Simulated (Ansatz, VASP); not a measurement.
# Cross-check of SrCl2 between VASP and Ansatz, part 2 of 3

One calculation is typed for both programs; each brings its own data sets. How far apart do they land? The cell is taken from a series of runs on this material, whose earlier steps may have relaxed, scaled, displaced or heated it; both programs get it as it stands.

VASP 6.6.1 and Ansatz 0.2.0.

So far: The starting structure; Ansatz: zone-centre phonons, PBE.

### Step 3. VASP: zone-centre phonons, PBE

Level of this step: PBE; plane waves and PAW (Sr_sv, Cl) (VASP).

The same cell, functional and mesh now go to VASP, with its own data sets.

Lines of VASP's logs that name or quote its potential files are left out, and so is its time.

File INCAR:

```
SYSTEM = SrCl2
PREC = Accurate
ENCUT = 500
EDIFF = 1E-08
NELM = 120
ISMEAR = 0
SIGMA = 0.01
LREAL = .FALSE.
ALGO = Normal
GGA = PE
NBANDS = 18
LORBIT = 11
LWAVE = .FALSE.
LCHARG = .FALSE.
ISIF = 2
IBRION = 8
LEPSILON = .TRUE.
LASPH = .TRUE.
GGA_COMPAT = .FALSE.
EFERMI = MIDGAP
KPAR = 2
```

File POSCAR:

```
SrCl2
1.0
    0.0000000000      3.5553383147      3.5553383147
    3.5553383147      0.0000000000      3.5553383147
    3.5553383147      3.5553383147      0.0000000000
Sr Cl
1 2
Direct
    0.0000000000      0.0000000000      0.0000000000
    0.2500000000      0.2500000000      0.2500000000
    0.7500000000      0.7500000000      0.7500000000
```

File KPOINTS:

```
Automatic mesh
0
Gamma
6 6 6
0 0 0
```

Potentials, in the order of the species: Sr_sv and Cl (PBE family, release 64).

The run is started by

```bash
mpirun -np 2 vasp_std
```

The program printed:

```text
[banner, memory and clock lines left out]
running    2 mpi-ranks, on    1 nodes
 distrk:  each k-point on    1 cores,    2 groups
 distr:  one band on    1 cores,    1 groups

 POSCAR found type information on POSCAR SrCl
 POSCAR found :  2 types and       3 ions
 LDA part: xc-table for (Slater+PW92), standard interpolation
 POSCAR, INCAR and KPOINTS ok, starting setup
 FFT: planning ... GRIDC
 FFT: planning ... GRID_SOFT
 FFT: planning ... GRID
 WAVECAR not read
 entering main loop
       N       E                     dE             d eps       ncg     rms          rms(c)
DAV:   1     0.139460824835E+03    0.13946E+03   -0.10979E+04   576   0.114E+03
DAV:   2    -0.375867590318E+01   -0.14322E+03   -0.13938E+03   744   0.224E+02
DAV:   3    -0.127239749593E+02   -0.89653E+01   -0.89408E+01   764   0.576E+01
DAV:   4    -0.130835825721E+02   -0.35961E+00   -0.35927E+00  1006   0.968E+00
DAV:   5    -0.130863288827E+02   -0.27463E-02   -0.27459E-02   836   0.730E-01    0.113E+01
DAV:   6    -0.127661596905E+02    0.32017E+00   -0.72507E-01   672   0.467E+00    0.742E+00
DAV:   7    -0.127733978695E+02   -0.72382E-02   -0.37758E-01   816   0.368E+00    0.223E+00
DAV:   8    -0.127824997691E+02   -0.91019E-02   -0.54756E-02   712   0.133E+00    0.364E-01
DAV:   9    -0.127837236912E+02   -0.12239E-02   -0.23626E-03   844   0.277E-01    0.132E-01
DAV:  10    -0.127850755300E+02   -0.13518E-02   -0.11067E-03   646   0.197E-01    0.349E-02
DAV:  11    -0.127851530381E+02   -0.77508E-04   -0.64183E-05   778   0.447E-02    0.425E-02
DAV:  12    -0.127851667642E+02   -0.13726E-04   -0.12761E-05   666   0.187E-02    0.896E-03
DAV:  13    -0.127851702988E+02   -0.35345E-05   -0.58508E-06   762   0.126E-02    0.483E-03
DAV:  14    -0.127851701118E+02    0.18701E-06   -0.70252E-07   640   0.488E-03    0.210E-03
DAV:  15    -0.127851701794E+02   -0.67627E-07   -0.35885E-08   862   0.113E-03    0.111E-03
DAV:  16    -0.127851701969E+02   -0.17488E-07   -0.36318E-09   516   0.445E-04    0.142E-04
DAV:  17    -0.127851702086E+02   -0.11670E-07   -0.73716E-10   432   0.203E-04    0.204E-04
DAV:  18    -0.127851702064E+02    0.21560E-08   -0.13996E-10   366   0.775E-05
   1 F= -.12785170E+02 E0= -.12785170E+02  d E =0.000000E+00
 Linear response reoptimize wavefunctions to high precision
DAV:   1    -0.127851702071E+02   -0.67757E-09   -0.43561E-11   396   0.360E-05
DAV:   2    -0.127851702071E+02   -0.62983E-10   -0.10174E-11   374   0.172E-05
 Linear response G [H, r] |phi>, progress :
  Direction:   1
       N       E                     dE             d eps       ncg     rms
RMM:   1    -0.880263075443E+02   -0.88026E+02    0.44029E+02  1193   0.108E+02
RMM:   2    -0.848926622280E+02    0.31336E+01   -0.11800E+01  1119   0.209E+01
RMM:   3    -0.853238561759E+02   -0.43119E+00   -0.24154E+00  1269   0.636E+00
RMM:   4    -0.854073472518E+02   -0.83491E-01   -0.47733E-01  1316   0.255E+00
RMM:   5    -0.854255111524E+02   -0.18164E-01   -0.95189E-02  1333   0.107E+00
RMM:   6    -0.854282420626E+02   -0.27309E-02   -0.17419E-02  1347   0.419E-01
RMM:   7    -0.854299953034E+02   -0.17532E-02   -0.25599E-02  1413   0.196E-01
RMM:   8    -0.854296345743E+02    0.36073E-03    0.60029E-02  1399   0.901E-02
RMM:   9    -0.854296819161E+02   -0.47342E-04    0.77335E-03  1380   0.414E-02
RMM:  10    -0.854297004214E+02   -0.18505E-04    0.10419E-02  1371   0.210E-02
RMM:  11    -0.854296148938E+02    0.85528E-04    0.10820E-04  1346   0.103E-02
RMM:  12    -0.854296419406E+02   -0.27047E-04    0.18924E-03  1339   0.596E-03
RMM:  13    -0.854296213575E+02    0.20583E-04   -0.13966E-04  1331   0.353E-03
RMM:  14    -0.854296285260E+02   -0.71684E-05    0.46999E-04  1309   0.237E-03
RMM:  15    -0.854296241131E+02    0.44129E-05   -0.55300E-05  1271   0.182E-03
RMM:  16    -0.854296252962E+02   -0.11831E-05    0.98663E-05  1224   0.156E-03
RMM:  17    -0.854296257319E+02   -0.43576E-06    0.62926E-05  1137   0.143E-03
RMM:  18    -0.854296256311E+02    0.10077E-06    0.52129E-05  1090   0.136E-03
RMM:  19    -0.854296257680E+02   -0.13686E-06    0.77127E-05  1059   0.133E-03
RMM:  20    -0.854296257829E+02   -0.14884E-07    0.74426E-05  1043   0.131E-03
 Linear response G [H, r] |phi>, progress :
  Direction:   2
       N       E                     dE             d eps       ncg     rms
RMM:   1    -0.864281213180E+02   -0.86428E+02    0.44912E+02  1202   0.107E+02
RMM:   2    -0.827103093985E+02    0.37178E+01   -0.11748E+01  1117   0.201E+01
RMM:   3    -0.830905238017E+02   -0.38021E+00   -0.25538E+00  1271   0.614E+00
RMM:   4    -0.831642917751E+02   -0.73768E-01   -0.53901E-01  1313   0.248E+00
RMM:   5    -0.831801054190E+02   -0.15814E-01   -0.11348E-01  1322   0.107E+00
RMM:   6    -0.831833106365E+02   -0.32052E-02   -0.29955E-02  1339   0.427E-01
RMM:   7    -0.831839915667E+02   -0.68093E-03   -0.14463E-02  1402   0.205E-01
RMM:   8    -0.831839513883E+02    0.40178E-04    0.25673E-03  1401   0.992E-02
[...]
RMM:   7    -0.544596549475E+00   -0.13632E-05    0.11362E-05  1196   0.640E-03
RMM:   8    -0.544596845899E+00   -0.29642E-06   -0.13007E-05  1173   0.292E-03
RMM:   9    -0.544596910210E+00   -0.64311E-07   -0.15364E-05  1163   0.137E-03
RMM:  10    -0.544596925980E+00   -0.15769E-07    0.39029E-07  1151   0.682E-04
[...]
RMM:   8    -0.515793740375E+00   -0.32362E-03   -0.10575E-04  2423   0.260E-02    0.465E-03
RMM:   9    -0.515890281362E+00   -0.96541E-04   -0.37714E-05  2444   0.106E-02    0.224E-03
RMM:  10    -0.515879128083E+00    0.11153E-04   -0.83783E-06  2457   0.554E-03    0.132E-03
RMM:  11    -0.515864024917E+00    0.15103E-04   -0.74848E-06  2470   0.321E-03    0.272E-04
RMM:  12    -0.515863158974E+00    0.86594E-06   -0.68743E-07  2581   0.138E-03    0.278E-04
RMM:  13    -0.515862882442E+00    0.27653E-06   -0.14898E-06  2514   0.603E-04    0.211E-04
RMM:  14    -0.515863004798E+00   -0.12236E-06   -0.18389E-07  2404   0.360E-04    0.737E-05
RMM:  15    -0.515863036027E+00   -0.31229E-07   -0.29144E-08  2108   0.182E-04    0.238E-05
RMM:  16    -0.515862932248E+00    0.10378E-06    0.12439E-07  1861   0.125E-04    0.413E-06
 change of polarisation eV/A/(eV/A) component  2 :     0.004     0.916    -0.007
 dielectric tensor                  component  2 :     0.009     2.844    -0.013
 Linear response to external field, progress :
  Direction:   3
       N       E                     dE             d eps       ncg     rms          rms(c)
RMM:   1    -0.504526023779E+00   -0.50453E+00   -0.14098E+00  2274   0.370E+00
RMM:   2    -0.526568345811E+00   -0.22042E-01   -0.49795E-02  2217   0.933E-01    0.174E+00
RMM:   3    -0.472890992751E+00    0.53677E-01   -0.12680E-01  2007   0.154E+00    0.889E-01
RMM:   4    -0.490340551856E+00   -0.17450E-01   -0.65452E-02  2106   0.114E+00    0.351E-01
RMM:   5    -0.514107285747E+00   -0.23767E-01   -0.41368E-03  2144   0.408E-01    0.513E-02
RMM:   6    -0.514204862346E+00   -0.97577E-04   -0.10519E-03  2355   0.131E-01    0.323E-02
RMM:   7    -0.515469249749E+00   -0.12644E-02   -0.18143E-04  2309   0.622E-02    0.134E-02
RMM:   8    -0.515792815314E+00   -0.32357E-03   -0.12973E-04  2419   0.258E-02    0.464E-03
RMM:   9    -0.515891351551E+00   -0.98536E-04   -0.60752E-05  2447   0.105E-02    0.219E-03
RMM:  10    -0.515877038062E+00    0.14313E-04   -0.14180E-05  2453   0.542E-03    0.125E-03
RMM:  11    -0.515863977146E+00    0.13061E-04   -0.98211E-06  2491   0.306E-03    0.289E-04
RMM:  12    -0.515862870754E+00    0.11064E-05   -0.28928E-06  2583   0.130E-03    0.256E-04
RMM:  13    -0.515862781931E+00    0.88823E-07   -0.28651E-06  2530   0.572E-04    0.188E-04
RMM:  14    -0.515862778004E+00    0.39274E-08   -0.37376E-07  2376   0.336E-04    0.565E-05
RMM:  15    -0.515862878426E+00   -0.10042E-06   -0.25807E-07  2107   0.173E-04    0.121E-05
RMM:  16    -0.515862837350E+00    0.41076E-07    0.85626E-08  1810   0.117E-04    0.563E-06
 change of polarisation eV/A/(eV/A) component  3 :     0.001    -0.002     0.916
 dielectric tensor                  component  3 :     0.003    -0.003     2.844
 Linear response DOF=           2
 Linear response progress:
  Degree of freedom:   1/  2
       N       E                     dE             d eps       ncg     rms          rms(c)
RMM:   1    -0.299017912315E+00   -0.29902E+00    0.36614E-01  1763   0.328E+00
RMM:   2    -0.301516147316E+00   -0.24982E-02   -0.29303E-02  1858   0.764E-01    0.219E-01
RMM:   3    -0.302544301291E+00   -0.10282E-02   -0.36370E-03  2218   0.275E-01    0.157E-01
RMM:   4    -0.302829256466E+00   -0.28496E-03   -0.60824E-04  2229   0.130E-01    0.496E-02
RMM:   5    -0.303151402774E+00   -0.32215E-03   -0.86490E-05  2270   0.466E-02    0.175E-02
RMM:   6    -0.303251954062E+00   -0.10055E-03   -0.16144E-05  2379   0.206E-02    0.764E-03
RMM:   7    -0.303239659296E+00    0.12295E-04   -0.32831E-06  2415   0.805E-03    0.276E-03
RMM:   8    -0.303233346843E+00    0.63125E-05   -0.13580E-06  2396   0.397E-03    0.120E-03
RMM:   9    -0.303227750486E+00    0.55964E-05    0.11430E-07  2467   0.188E-03    0.602E-04
RMM:  10    -0.303227389973E+00    0.36051E-06   -0.74529E-08  2488   0.926E-04    0.196E-04
RMM:  11    -0.303226862004E+00    0.52797E-06    0.19867E-08  2636   0.386E-04    0.153E-04
RMM:  12    -0.303225717134E+00    0.11449E-05   -0.10451E-07  2584   0.216E-04    0.461E-05
RMM:  13    -0.303226091266E+00   -0.37413E-06    0.11244E-07  2650   0.118E-04    0.152E-05
RMM:  14    -0.303226137798E+00   -0.46531E-07   -0.32767E-09  2676   0.674E-05    0.231E-05
RMM:  15    -0.303225919560E+00    0.21824E-06    0.23236E-08  2612   0.507E-05    0.854E-06
RMM:  16    -0.303225986213E+00   -0.66653E-07    0.39938E-08  2653   0.390E-05    0.291E-06
RMM:  17    -0.303225965202E+00    0.21011E-07   -0.23800E-09  2605   0.327E-05    0.904E-07
RMM:  18    -0.303225961426E+00    0.37763E-08    0.10369E-08  2475   0.298E-05    0.428E-07
 first order change of Fermi-energy   0.18553E-04
 force on displaced ion       1 direction 1 :  -1.961   0.000   0.000
 Born effective charge ion    1 direction 1 :   2.500   0.000   0.000
 Linear response progress:
  Degree of freedom:   2/  2
       N       E                     dE             d eps       ncg     rms          rms(c)
RMM:   1    -0.203762222837E+00   -0.20376E+00   -0.10139E-02  3669   0.234E+00
RMM:   2    -0.201389970046E+00    0.23723E-02   -0.50328E-03  2818   0.376E-01    0.142E-01
RMM:   3    -0.201984257901E+00   -0.59429E-03   -0.28246E-04  3080   0.864E-02    0.839E-02
RMM:   4    -0.202722684566E+00   -0.73843E-03   -0.18337E-04  3005   0.587E-02    0.163E-02
RMM:   5    -0.202612222105E+00    0.11046E-03   -0.22639E-05  3457   0.195E-02    0.811E-03
RMM:   6    -0.202606295689E+00    0.59264E-05   -0.41086E-06  3630   0.886E-03    0.255E-03
RMM:   7    -0.202640521876E+00   -0.34226E-04   -0.95850E-07  3693   0.429E-03    0.123E-03
RMM:   8    -0.202633231786E+00    0.72901E-05    0.52245E-06  3818   0.187E-03    0.213E-04
RMM:   9    -0.202631841989E+00    0.13898E-05   -0.65406E-06  4091   0.758E-04    0.181E-04
RMM:  10    -0.202631647755E+00    0.19423E-06    0.54754E-07  4104   0.328E-04    0.285E-05
RMM:  11    -0.202631907236E+00   -0.25948E-06   -0.23709E-06  4131   0.161E-04    0.244E-05
RMM:  12    -0.202631830689E+00    0.76547E-07    0.10233E-06  4237   0.914E-05    0.763E-06
RMM:  13    -0.202631832689E+00   -0.19994E-08   -0.57562E-07  4285   0.567E-05    0.413E-06
RMM:  14    -0.202631832826E+00   -0.13745E-09    0.57791E-08  4164   0.424E-05    0.200E-06
 first order change of Fermi-energy   0.10326E-04
 force on displaced ion       2 direction 1 :  -2.222   0.000   0.000
 Born effective charge ion    2 direction 1 :  -1.250   0.000   0.000
 Born effective charges drift removed
 Linear response finished
```

[end of part 2 of 3]

[Lines on the potential files, build, host, timing and source positions are cut from VASP's logs without a mark.]

[Logs are printed without paths, hosts, clocks, repeated set-up lines and the standing remarks that a program may print on its own settings, such as how far it seeks lower states.]

[Hosts, paths, dates, database ids (printed as entryN), source tags and the programs' standing remarks are cut or masked in the printed files.]
